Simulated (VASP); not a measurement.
Input:

```
HfN
1.0
    0.00000     2.23111     2.23111
    2.23111     0.00000     2.23111
    2.23111     2.23111     0.00000
Hf N
1 1
Direct
  0.00000   0.00000   0.00000
  0.50000   0.50000   0.50000
```

All values below come from LDA (Ceperley-Alder, Perdew-Zunger), VASP's LDA PAW potentials (set 64) (plane waves; VASP). Settings: 650 eV cut-off, 13×13×13 Γ-centred mesh, first-order Methfessel-Paxton smearing of 0.10 eV, potentials Hf_pv N.

Finite-difference elastic constants of metals are sensitive to mesh and smearing; shear constants can be off by tens of GPa.

Give the elastic stiffness tensor with the ions relaxed (GPa, in the frame of the cell).

```tsv
	xx	yy	zz	yz	xz	xy
xx	694	117	117	0.0	0.0	0.0
yy	117	694	117	0.0	0.0	0.0
zz	117	117	694	0.0	0.0	0.0
yz	0.0	0.0	0.0	135	0.0	0.0
xz	0.0	0.0	0.0	0.0	135	0.0
xy	0.0	0.0	0.0	0.0	0.0	135
```

Predict the Hill bulk modulus, Hill shear modulus, Young's modulus, Poisson's ratio.

- Hill bulk modulus: 309 GPa
- Hill shear modulus: 1840 kbar
- Young's modulus: 460 GPa
- Poisson's ratio: 0.252

The structure comes from a computed database's HfN entry (Fm-3m); how it stands against other phases isn't given here. It was relaxed first. The electron count is odd and the run is not spin-polarised, which forces a metal.
